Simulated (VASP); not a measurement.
Calculation: r2SCAN meta-GGA, VASP's PBE PAW potentials (set 64) (plane waves; VASP).

VASP input:

POSCAR:
```
NdCo2
1
    0.0000000000     3.6541922434     3.6541922434
    3.6541922434     0.0000000000     3.6541922434
    3.6541922434     3.6541922434    -0.0000000000
Nd Co
2 4
Direct
  0.0000000000   0.0000000000   0.0000000000
  0.2500000000   0.2500000000   0.2500000000
  0.6250000000   0.6250000000   0.6250000000
  0.1250000000   0.6250000000   0.6250000000
  0.6250000000   0.6250000000   0.1250000000
  0.6250000000   0.1250000000   0.6250000000
```

### INCAR
```
! general
SYSTEM   =  NdCo2
PREC     =  Accurate
ENCUT    =  400
LREAL    =  .FALSE.   ! projection in real space or not
LASPH    =  .TRUE.

! electronic loop
EDIFF    =  1E-6
NELM     =  100
ALGO     =  Normal   ! blocked Davidson
LMAXMIX  =  6   ! l cut-off of mixed one-centre charges
LMIXTAU  =  .TRUE.

! smearing
ISMEAR   =  1   ! Methfessel-Paxton
SIGMA    =  0.1

! functional
METAGGA  =  R2SCAN

! spin
ISPIN    =  2
MAGMOM   =  2*-0.4 4*1.4

! ions
IBRION   =  2   ! conjugate gradients
NSW      =  60   ! most ionic steps
ISIF     =  3   ! ions, shape and volume
EDIFFG   =  -0.02

! output
LWAVE    =  .FALSE.
LCHARG   =  .FALSE.
LORBIT   =  10
```

### KPOINTS
```
K-points
0
Gamma
7 7 7
0 0 0
```

POTCAR, in this order: Nd_3 Co (PBE.64 set). Program: vasp_std.

What VASP printed:

### OSZICAR
```
       N       E                     dE             d eps       ncg     rms          rms(c)
DAV:   1     0.410173645324E+03    0.41017E+03   -0.22689E+04  2880   0.158E+03
DAV:   2    -0.842980340603E+02   -0.49447E+03   -0.48267E+03  2928   0.419E+02
DAV:   3    -0.130792356453E+03   -0.46494E+02   -0.42849E+02  3928   0.140E+02
DAV:   4    -0.136465802825E+03   -0.56734E+01   -0.55331E+01  5264   0.361E+01
DAV:   5    -0.136593658785E+03   -0.12786E+00   -0.12723E+00  4432   0.631E+00    0.366E+01
DAV:   6    -0.172762011559E+03   -0.36168E+02   -0.56106E+02  3836   0.245E+02    0.838E+01
DAV:   7    -0.115360729518E+03    0.57401E+02   -0.16926E+02  3604   0.108E+02    0.192E+01
DAV:   8    -0.111282287234E+03    0.40784E+01   -0.20702E+01  4240   0.319E+01    0.636E+00
DAV:   9    -0.111286670053E+03   -0.43828E-02   -0.31287E+00  4420   0.109E+01    0.369E+00
DAV:  10    -0.111400852297E+03   -0.11418E+00   -0.65809E-01  4632   0.486E+00    0.158E+00
DAV:  11    -0.111407650317E+03   -0.67980E-02   -0.14933E-01  4240   0.318E+00    0.894E-01
DAV:  12    -0.111419182328E+03   -0.11532E-01   -0.37814E-02  4140   0.109E+00    0.637E-01
DAV:  13    -0.111423468536E+03   -0.42862E-02   -0.20568E-02  4300   0.113E+00    0.280E-01
DAV:  14    -0.111423628845E+03   -0.16031E-03   -0.44593E-03  4168   0.377E-01    0.131E-01
DAV:  15    -0.111423775808E+03   -0.14696E-03   -0.81959E-04  4724   0.199E-01    0.765E-02
DAV:  16    -0.111423790659E+03   -0.14851E-04   -0.20443E-04  4888   0.943E-02    0.549E-02
DAV:  17    -0.111423786161E+03    0.44983E-05   -0.10832E-04  4544   0.787E-02    0.277E-02
DAV:  18    -0.111423777027E+03    0.91337E-05   -0.55546E-05  4528   0.512E-02    0.105E-02
DAV:  19    -0.111423777230E+03   -0.20317E-06   -0.65692E-06  3104   0.188E-02
   1 F= -.11142378E+03 E0= -.11142239E+03  d E =-.111424E+03  mag=     3.9541
```

OUTCAR:
```
------------------------ aborting loop because EDIFF is reached ----------------------------------------
  FORCE on cell =-STRESS in cart. coord.  units (eV):
  Direction    XX          YY          ZZ          XY          YZ          ZX
  --------------------------------------------------------------------------------------
  Total       -0.0759212     -0.0759212     -0.0759212     -0.0000000      0.0000000     -0.0000000
  in kB       -1.2464348     -1.2464348     -1.2464348     -0.0000000      0.0000000     -0.0000000
  external PRESSURE =      -1.2464348 kB  Pullay stress =       0.0000000 kB
  volume of cell :       97.59
      direct lattice vectors                 reciprocal lattice vectors
     0.000000000  3.654192243  3.654192243    -0.136829145  0.136829145  0.136829145
     3.654192243  0.000000000  3.654192243     0.136829145 -0.136829145  0.136829145
     3.654192243  3.654192243  0.000000000     0.136829145  0.136829145 -0.136829145
 POSITION                                       TOTAL-FORCE (eV/Angst)
 -----------------------------------------------------------------------------------
      0.00000      0.00000      0.00000         0.000000      0.000000      0.000000
      1.82710      1.82710      1.82710        -0.000000     -0.000000     -0.000000
      4.56774      4.56774      4.56774         0.000000     -0.000000      0.000000
      4.56774      2.74064      2.74064         0.000000     -0.000000      0.000000
      2.74064      2.74064      4.56774         0.000000     -0.000000      0.000000
      2.74064      4.56774      2.74064         0.000000     -0.000000      0.000000
 -----------------------------------------------------------------------------------
    total drift:                                0.000000      0.000000      0.000000
  FREE ENERGIE OF THE ION-ELECTRON SYSTEM (eV)
  ---------------------------------------------------
  free  energy   TOTEN  =      -111.4237772300 eV

  energy  without entropy=     -111.4196089472  energy(sigma->0) =     -111.42238780

 total charge

# of ion       s       p       d       tot
------------------------------------------
    1        2.155   5.826   1.120   9.101
    2        2.155   5.826   1.120   9.101
    3        0.510   0.422   7.235   8.167
    4        0.510   0.422   7.235   8.167
    5        0.510   0.422   7.235   8.167
    6        0.510   0.422   7.235   8.167
--------------------------------------------------
tot          6.349  13.341  31.180  50.870

 magnetization (x)

# of ion       s       p       d       tot
------------------------------------------
    1       -0.014  -0.034  -0.313  -0.361
    2       -0.014  -0.034  -0.313  -0.361
    3       -0.001  -0.064   1.447   1.382
    4       -0.001  -0.064   1.447   1.382
    5       -0.001  -0.064   1.447   1.382
    6       -0.001  -0.064   1.447   1.382
--------------------------------------------------
tot         -0.034  -0.325   5.164   4.805

 reached required accuracy - stopping structural energy minimisation
```
(Selected blocks of OUTCAR.)

### OUTCAR
```
 val. band max:        7.0830281844   @ k =  -0.2857   0.2857   0.0000

 cond. band min:       7.0859482769   @ k =  -0.4286   0.4286   0.0000


 Fermi energy:         7.0854421551

 spin component 1

 k-point     1 :       0.0000    0.0000    0.0000
  band No.  band energies     occupation
      1     -31.5129      1.00000
      2     -31.0610      1.00000
      3     -12.6226      1.00000
      4     -12.6226      1.00000
      5     -12.6226      1.00000
      6     -11.7156      1.00000
      7     -11.7156      1.00000
      8     -11.7156      1.00000
      9       0.3771      1.00000
     10       3.0134      1.00000
     11       3.0134      1.00000
     12       3.0134      1.00000
     13       3.2353      1.00000
     14       4.0208      1.00000
     15       4.0208      1.00000
     16       4.2817      1.00000
     17       4.2818      1.00000
     18       4.2818      1.00000
     19       5.1144      1.00000
     20       5.1144      1.00000
     21       5.1502      1.00000
     22       5.1502      1.00000
     23       5.1504      1.00000
     24       5.5299      1.00000
     25       5.5300      1.00000
     26       5.5300      1.00000
     27       5.9241      1.00000
     28       5.9241      1.00000
     29       6.3434      1.00000
     30       6.3435      1.00000
     31       6.3435      1.00000
     32       7.6778     -0.00000
     33       7.6779     -0.00000
     34       7.6779     -0.00000
     35       7.9271     -0.00000
     36       8.9720     -0.00000

 k-point     2 :       0.1429    0.0000    0.0000
  band No.  band energies     occupation
      1     -31.4966      1.00000
      2     -31.0781      1.00000
      3     -12.6462      1.00000
      4     -12.6462      1.00000
      5     -12.6274      1.00000
      6     -11.7187      1.00000
      7     -11.6879      1.00000
      8     -11.6879      1.00000
      9       0.6213      1.00000
     10       3.0532      1.00000
...
```

The 4f electrons are frozen in the core of the lanthanide potential, so 4f levels, which can set the real gap, and their magnetism are missing.

The structure comes from a measured NdCo2 entry (Fd-3m) of the Crystallography Open Database, whose conditions weren't checked. It was relaxed first. The start is the result of an earlier pass.
